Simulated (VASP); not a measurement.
VASP ran on this input.

### INCAR
```
! general
SYSTEM   =  InP
PREC     =  Accurate
ENCUT    =  400
LREAL    =  F
LASPH    =  T

! electronic loop
EDIFF    =  1E-6
NELM     =  100
ALGO     =  Normal
IMIX     =  1
AMIX     =  0.2
BMIX     =  0.0001
LMAXMIX  =  4

! smearing
ISMEAR   =  0
SIGMA    =  0.05

! functional
GGA      =  PE

! ions
ISIF     =  2

! output
LWAVE    =  F
LCHARG   =  F
```

### KPOINTS
```
kpoints
0
Gamma
  7 7 7
```

### POSCAR
```
InP
1.0
  0.0000000000   2.9937000000   2.9937000000
  2.9937000000   0.0000000000   2.9937000000
  2.9937000000   2.9937000000   0.0000000000
In P
1 1
Cart
  0.0000000000   0.0000000000   0.0000000000
  1.4968500000   1.4968500000   1.4968500000
```

POTCAR, in this order: In_d P (PBE.64 set). Program: vasp_std.

Task: Translate this PBE calculation to Quantum ESPRESSO's pw.x.

Result: One equivalent input (not run):
```
&CONTROL
  calculation = 'scf'
  pseudo_dir = './pseudo'
  outdir = './out'
  tprnfor = .true.
  tstress = .true.
/
&SYSTEM
  ibrav = 0
  nat = 2
  ntyp = 2
  ecutwfc = 70
  occupations = 'smearing'
  smearing = 'gaussian'
  degauss = 0.003675
  input_dft = 'pbe'
/
&ELECTRONS
  conv_thr = 7.3e-08
  electron_maxstep = 100
/
ATOMIC_SPECIES
  In 114.818 In.upf
  P 30.974 P.upf
CELL_PARAMETERS angstrom
     0.0000000    2.9937000    2.9937000
     2.9937000    0.0000000    2.9937000
     2.9937000    2.9937000    0.0000000
ATOMIC_POSITIONS crystal
  In   0.0000000  0.0000000  0.0000000
  P    0.2500000  0.2500000  0.2500000
K_POINTS automatic
  7 7 7 0 0 0
```
Limits of the translation: the potentials are each code's own (VASP's PAW set, PseudoDojo norm-conserving files in pw.x), so ENCUT and ecutwfc are chosen apart and not converted; conv_thr bounds pw.x's estimated SCF error, while EDIFF bounds the energy change between steps.

The compound is InP in the zinc blende structure. The cell was not relaxed at this level. The run is one of a series of settings (AMIX = 0.2, BMIX = 0.0001, IMIX = 1 against the base run), some of them coarse on purpose.
